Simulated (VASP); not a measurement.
The input files of a VASP run:

POSCAR:
```
V3ZrN4
1
   -0.0000000000     2.1087735123     2.1087735123
    2.1087735123    -0.0000000000     2.1087735123
    8.3669185553     8.3669185553     0.0681754935
Zr N V
1 4 3
Direct
  0.0000000000   0.0000000000   0.0000000000
  0.4710138360   0.4710138360   0.1467396231
  0.4888758810   0.4888758810   0.3833430892
  0.5111241190   0.5111241190   0.6166569108
  0.5289861640   0.5289861640   0.8532603769
  0.9832884308   0.9832884308   0.2625336769
  0.0000000000   0.0000000000   0.5000000000
  0.0167115692   0.0167115692   0.7374663231
```

**INCAR**
```
ALGO=Normal
EDIFF=1E-7
ENCUT=520
GGA=PS
ISIF=2
ISMEAR=-5
LASPH=.TRUE.
LCHARG=.TRUE.
LEFG=.TRUE.
LMAXMIX=4
LORBIT=11
LREAL=.FALSE.
LWAVE=.FALSE.
NEDOS=601
NELM=100
PREC=Accurate
SYSTEM=V3ZrN4
```

KPOINTS:
```
Automatic mesh
0
Gamma
14 14 4
0 0 0
```

POTCAR, in this order: Zr_sv N V_sv (PBE.64 set). Program: vasp_std.

Problem. Write an equivalent input for Ansatz.

Solution. One equivalent input (not run):
Ansatz 0.2 input:
```yaml
crystal:
  lattice:
    - [0.0000000, 2.1087735, 2.1087735]
    - [2.1087735, 0.0000000, 2.1087735]
    - [8.3669186, 8.3669186, 0.0681755]
  atoms:
    - { symbol: Zr, position: [0.0000000, 0.0000000, 0.0000000] }
    - { symbol: N, position: [0.4710138, 0.4710138, 0.1467396] }
    - { symbol: N, position: [0.4888759, 0.4888759, 0.3833431] }
    - { symbol: N, position: [0.5111241, 0.5111241, 0.6166569] }
    - { symbol: N, position: [0.5289862, 0.5289862, 0.8532604] }
    - { symbol: V, position: [0.9832884, 0.9832884, 0.2625337] }
    - { symbol: V, position: [0.0000000, 0.0000000, 0.5000000] }
    - { symbol: V, position: [0.0167116, 0.0167116, 0.7374663] }
kpoints:
  mp_grid: { grid: [14, 14, 4] }
hamiltonian:
  xc: pbesol
  pseudopotentials: { kind: paw }
scf:
  occupations: { method: tetrahedron }
  max_iter: 100
output: { forces: true, stress: true, eigenvalues: true }
```
What does not carry over: each code has its own PAW files, so the cut-off isn't converted (ENCUT is set for VASP's; basis.ecutwfc is left out, and Ansatz then takes the one that its files recommend); Ansatz stops its SCF on the density residual and VASP on the energy change (EDIFF); the field gradients of LEFG aren't asked of the other code.

The structure was generated: V3ZrN4 was put into an ordered model structure (R-3m), which need not be its known phase. It was relaxed first.
